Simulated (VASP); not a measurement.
An input for Quantum ESPRESSO's pw.x (written as the equivalent of a VASP run, and not itself run):

```
&CONTROL
  calculation = 'vc-relax'
  pseudo_dir = './pseudo'
  outdir = './out'
  tprnfor = .true.
  tstress = .true.
  nstep = 60
  forc_conv_thr = 0.00039
/
&SYSTEM
  ibrav = 0
  nat = 2
  ntyp = 2
  ecutwfc = 74
  occupations = 'smearing'
  smearing = 'gaussian'
  degauss = 0.003675
  input_dft = 'vdw-df2-b86r'
/
&ELECTRONS
  conv_thr = 7.3e-08
  electron_maxstep = 100
/
&IONS
/
&CELL
/
ATOMIC_SPECIES
  Li 6.940 Li.upf
  Cl 35.450 Cl.upf
CELL_PARAMETERS angstrom
     0.0000000    2.5476057    2.5476057
     2.5476057    0.0000000    2.5476057
     2.5476057    2.5476057   -0.0000000
ATOMIC_POSITIONS crystal
  Li   0.0000000  0.0000000  0.0000000
  Cl   0.5000000  0.5000000  0.5000000
K_POINTS automatic
  8 8 8 0 0 0
```

Write the VASP files for the same calculation (rev-vdW-DF2).

This is not unique; one that fits is 
### INCAR
```
! general
SYSTEM   = LiCl
PREC     = Accurate
ENCUT    = 520
LREAL    = .FALSE.
LASPH    = .TRUE.

! electronic loop
EDIFF    = 1E-6
NELM     = 100
ALGO     = Normal

! smearing
ISMEAR   = 0
SIGMA    = 0.05

! functional
GGA      = MK
LUSE_VDW = .TRUE.
AGGAC    = 0.0
PARAM1   = 0.1234568
PARAM2   = 0.7114
ZAB_VDW  = -1.8867

! ions
IBRION   = 2
NSW      = 60
ISIF     = 3
EDIFFG   = -0.01

! output
LWAVE    = .FALSE.
LCHARG   = .FALSE.
```

**POSCAR**
```
LiCl
1
    0.0000000000     2.5476057403     2.5476057403
    2.5476057403     0.0000000000     2.5476057403
    2.5476057403     2.5476057403    -0.0000000000
Li Cl
1 1
Direct
  0.0000000000   0.0000000000   0.0000000000
  0.5000000000   0.5000000000   0.5000000000
```

### KPOINTS
```
Automatic
0
G
  8 8 8
0 0 0
```

POTCAR, in this order: Li_sv Cl (PBE.64 set). Program: vasp_std.

Limits of the translation: the potentials are each code's own (VASP's PAW set, PseudoDojo norm-conserving files in pw.x), so ENCUT and ecutwfc are chosen apart and not converted; conv_thr bounds pw.x's estimated SCF error, while EDIFF bounds the energy change between steps; forc_conv_thr acts on force components and is met together with etot_conv_thr.

The compound is LiCl in the rock salt structure. It was relaxed first. The start is the result of an earlier pass.
